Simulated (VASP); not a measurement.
Output of a VASP run:

**OSZICAR**
```
       N       E                     dE             d eps       ncg     rms          rms(c)
DAV:   1     0.765114300442E+03    0.76511E+03   -0.24209E+04  2688   0.204E+03
DAV:   2     0.935855735087E+02   -0.67153E+03   -0.64726E+03  2736   0.633E+02
DAV:   3    -0.600193193803E+02   -0.15360E+03   -0.14936E+03  3520   0.254E+02
DAV:   4    -0.705895445578E+02   -0.10570E+02   -0.10546E+02  3728   0.747E+01
DAV:   5    -0.711928264760E+02   -0.60328E+00   -0.60299E+00  4120   0.146E+01    0.322E+01
DAV:   6    -0.541708281927E+02    0.17022E+02   -0.11971E+02  3656   0.104E+02    0.124E+01
DAV:   7    -0.538136817541E+02    0.35715E+00   -0.17967E+01  3616   0.332E+01    0.774E+00
DAV:   8    -0.538757968883E+02   -0.62115E-01   -0.48340E+00  3808   0.201E+01    0.442E+00
DAV:   9    -0.536633055570E+02    0.21249E+00   -0.20934E+00  3592   0.124E+01    0.121E+00
DAV:  10    -0.536706268552E+02   -0.73213E-02   -0.12548E-01  3408   0.280E+00    0.259E-01
DAV:  11    -0.536704228536E+02    0.20400E-03   -0.71184E-03  3408   0.595E-01    0.125E-01
DAV:  12    -0.536703986880E+02    0.24166E-04   -0.56451E-04  3832   0.150E-01    0.789E-02
DAV:  13    -0.536703351035E+02    0.63585E-04   -0.23525E-04  3752   0.110E-01    0.340E-02
DAV:  14    -0.536703273070E+02    0.77965E-05   -0.45061E-05  3840   0.569E-02    0.632E-03
DAV:  15    -0.536703282341E+02   -0.92713E-06   -0.87406E-06  3616   0.246E-02
   1 F= -.55151376E+02 E0= -.55151376E+02  d E =-.141193E-24  mag=     0.0000    -0.0000    -0.0000
       N       E                     dE             ncg
       N       E                     dE             ncg
```

### OUTCAR
```
------------------------ aborting loop because EDIFF is reached ----------------------------------------
 Edisp (eV)   -1.48105
  FORCE on cell =-STRESS in cart. coord.  units (eV):
  Direction    XX          YY          ZZ          XY          YZ          ZX
  --------------------------------------------------------------------------------------
  Total       0.05167     0.05167    -0.00065     0.00000     0.00000     0.00000
  in kB       1.31666     1.31666    -0.01657     0.00000     0.00000     0.00000
  external pressure =        0.87 kB  Pullay stress =        0.00 kB
  volume of cell :       62.87
      direct lattice vectors                 reciprocal lattice vectors
     4.609716778  0.000000000  0.000000000     0.216933067  0.000000000  0.000000000
     0.000000000  4.609716778  0.000000000     0.000000000  0.216933067  0.000000000
     0.000000000  0.000000000  2.958744976     0.000000000  0.000000000  0.337981140
 POSITION                                       TOTAL-FORCE (eV/Angst)
 -----------------------------------------------------------------------------------
      0.00000      0.00000      0.00000        -0.000000     -0.000000     -0.000000
      2.30486      2.30486      1.47937        -0.000000     -0.000000     -0.000000
      1.40279      1.40279      0.00000        -0.004200     -0.004200     -0.000000
      0.90207      3.70765      1.47937         0.004200     -0.004200      0.000000
      3.20693      3.20693      0.00000         0.004200      0.004200      0.000000
      3.70765      0.90207      1.47937        -0.004200      0.004200     -0.000000
 -----------------------------------------------------------------------------------
    total drift:                               -0.000000      0.000000      0.000000
  FREE ENERGIE OF THE ION-ELECTRON SYSTEM (eV)
  ---------------------------------------------------
  free  energy   TOTEN  =       -55.1513759112 eV

  energy  without entropy=      -55.1513759112  energy(sigma->0) =      -55.15137591

 Ion:    1  E_soc:     -0.0099071

 Ion:    2  E_soc:     -0.0099071

 Ion:    3  E_soc:     -0.0002225

 Ion:    4  E_soc:     -0.0002225

 Ion:    5  E_soc:     -0.0002225

 Ion:    6  E_soc:     -0.0002225
```
(Selected blocks of OUTCAR.)

### POSCAR
```
TiO2
1
    4.6097167779    -0.0000000000     0.0000000000
    0.0000000000     4.6097167779     0.0000000000
    0.0000000000     0.0000000000     2.9587449759
Ti O
2 4
Direct
  0.0000000000   1.0000000000   0.0000000000
  0.5000000000   0.5000000000   0.5000000000
  0.3043115918   0.3043115918   0.0000000000
  0.1956884082   0.8043115918   0.5000000000
  0.6956884082   0.6956884082   0.0000000000
  0.8043115918   0.1956884082   0.5000000000
```

**Question.** Reconstruct the remaining input files.

**Answer.** This is not unique; one that fits is the input of the run itself, PBE GGA with D3 dispersion (Becke-Johnson damping) with spin-orbit coupling, plane waves, VASP's PBE PAW potentials (set 64).

**INCAR**
```
SYSTEM = TiO2
PREC = Accurate
ENCUT = 520
EDIFF = 1E-6
NELM = 100
ALGO = Normal
LREAL = .FALSE.
LASPH = .TRUE.
ISMEAR = 0
SIGMA = 0.05
GGA = PE
IVDW = 12
LMAXMIX = 4
LWAVE = .FALSE.
LCHARG = .FALSE.
LSORBIT = .TRUE.
MAGMOM = 0 0 0 0 0 0 0 0 0 0 0 0 0 0 0 0 0 0
GGA_COMPAT = .FALSE.
```

File KPOINTS_OPT:
```
k-points along high-symmetry lines
5
Line-mode
Reciprocal
  0.000000   0.000000   0.000000 ! GAMMA
  0.000000   0.500000   0.000000 ! X

  0.000000   0.500000   0.000000 ! X
  0.500000   0.500000   0.000000 ! M

  0.500000   0.500000   0.000000 ! M
  0.000000   0.000000   0.000000 ! GAMMA

  0.000000   0.000000   0.000000 ! GAMMA
  0.000000   0.000000   0.500000 ! Z

  0.000000   0.000000   0.500000 ! Z
  0.000000   0.500000   0.500000 ! R

  0.000000   0.500000   0.500000 ! R
  0.500000   0.500000   0.500000 ! A

  0.500000   0.500000   0.500000 ! A
  0.000000   0.000000   0.500000 ! Z

  0.000000   0.500000   0.000000 ! X
  0.000000   0.500000   0.500000 ! R

  0.500000   0.500000   0.000000 ! M
  0.500000   0.500000   0.500000 ! A
```

File KPOINTS:
```
Automatic mesh
0
Gamma
5 5 7
0 0 0
```

POTCAR, in this order: Ti_sv O (PBE.64 set). Program: vasp_ncl.

The structure comes from a measured TiO2 entry (P4_2/mnm) of the Crystallography Open Database, whose conditions weren't checked. It was relaxed first.
